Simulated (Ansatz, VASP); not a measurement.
**NbSeN: VASP beside Ansatz**

```xyz
6
Lattice="3.6725 0.0000 0.0000 0.0000 3.6725 0.0000 0.0000 0.0000 6.3782" Properties=species:S:1:pos:R:3 pbc="T T T"
Nb    0.0000    1.8362    5.2746
Nb    1.8362    0.0000    1.1036
Se    0.0000    1.8362    2.4331
Se    1.8362    0.0000    3.9450
N     0.0000    0.0000    0.0000
N     1.8362    1.8362    0.0000
```

The cell comes from a database or a generator and needn't be the stable form of this composition.

Alike in both runs: task single point; functional PBE; k mesh 7 × 7 × 4; occupations gaussian, width 0.02 eV; no spin polarisation.

```csv
,VASP,Ansatz
version,VASP 6.6.1,Ansatz 0.2.0
potentials or method,"VASP PAW PBE potentials, release 64 (Nb_pv, Se, N)",Ansatz PAW
plane-wave cutoff (eV),520,420
valence electrons in the cell,44,68
```

```tsv
	VASP	Ansatz	Ansatz less VASP
gap on the k mesh at the Fermi level (eV)	none	none	-
pressure (GPa)	-0.2	-3.1	-2.90
largest component of the traceless stress (GPa)	0.75	0.40	-0.357
rms of the force components (eV/Å)	0.034	0.169	+0.1341
```

Atom by atom the forces differ by 0.135 eV/Å (rms over components). A gap of «none» marks a metal or a gap that the smearing closes. One of these differences is far larger than is usual between the two programs; its cause wasn't traced. The functional is the same, so the differences come from potentials, cutoffs and numerics. The two sets of potentials don't hold the same shells in valence.
